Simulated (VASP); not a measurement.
An input for Quantum ESPRESSO's pw.x (written as the equivalent of a VASP run, and not itself run):

```
&CONTROL
  calculation = 'scf'
  pseudo_dir = './pseudo'
  outdir = './out'
  tprnfor = .true.
  tstress = .true.
/
&SYSTEM
  ibrav = 0
  nat = 5
  ntyp = 2
  ecutwfc = 82.3
  occupations = 'smearing'
  smearing = 'fermi-dirac'
  degauss = 0.00147
  input_dft = 'pz'
/
&ELECTRONS
  conv_thr = 7.3e-08
  electron_maxstep = 100
/
ATOMIC_SPECIES
  Bi 208.980 Bi.upf
  Te 127.600 Te.upf
CELL_PARAMETERS angstrom
    10.2416820   -2.1900000    0.0000000
    10.2416820    2.1900000    0.0000000
     9.7733890    0.0000000    3.7641740
ATOMIC_POSITIONS crystal
  Bi   0.4000000  0.4000000  0.4000000
  Bi   0.6000000  0.6000000  0.6000000
  Te   0.0000000  0.0000000  0.0000000
  Te   0.2100000  0.2100000  0.2100000
  Te   0.7900000  0.7900000  0.7900000
K_POINTS automatic
  3 3 3 0 0 0
```

Question: Write the VASP files for the same calculation (LDA).

Answer: One answer among several that fit: 
**INCAR**
```
! general
SYSTEM   =  Bi2Te3
PREC     =  Accurate
ENCUT    =  300   ! plane-wave cut-off (eV)
LREAL    =  F   ! projection in real space or not
LASPH    =  T   ! aspherical one-centre terms

! electronic loop
EDIFF    =  1E-6
NELM     =  100   ! most electronic steps
ALGO     =  Normal   ! blocked Davidson
LMAXMIX  =  4

! smearing
ISMEAR   =  -1
SIGMA    =  0.02   ! width (eV)

! ions
ISIF     =  2   ! forces and stress, cell fixed

! output
LWAVE    =  F
LCHARG   =  F
```

File POSCAR:
```
Bi2Te3
1
   10.2416820000    -2.1900000000     0.0000000000
   10.2416820000     2.1900000000     0.0000000000
    9.7733890000     0.0000000000     3.7641740000
Bi Te
2 3
Direct
  0.4000000000   0.4000000000   0.4000000000
  0.6000000000   0.6000000000   0.6000000000
  0.0000000000   0.0000000000   0.0000000000
  0.2100000000   0.2100000000   0.2100000000
  0.7900000000   0.7900000000   0.7900000000
```

### KPOINTS
```
Automatic mesh
0
Gamma
3 3 3
0 0 0
```

POTCAR, in this order: Bi_d Te (LDA.64 set). Program: vasp_std.

What does not carry over: the potentials are each code's own (VASP's PAW set, PseudoDojo norm-conserving files in pw.x), so ENCUT and ecutwfc are chosen apart and not converted; conv_thr bounds pw.x's estimated SCF error, while EDIFF bounds the energy change between steps.

The structure is a typed Bi2Te3 crystal. The cell was not relaxed at this level. The k-mesh is coarse (spacing up to 0.56 per Å, 2π included), so the numbers may not be converged in it.
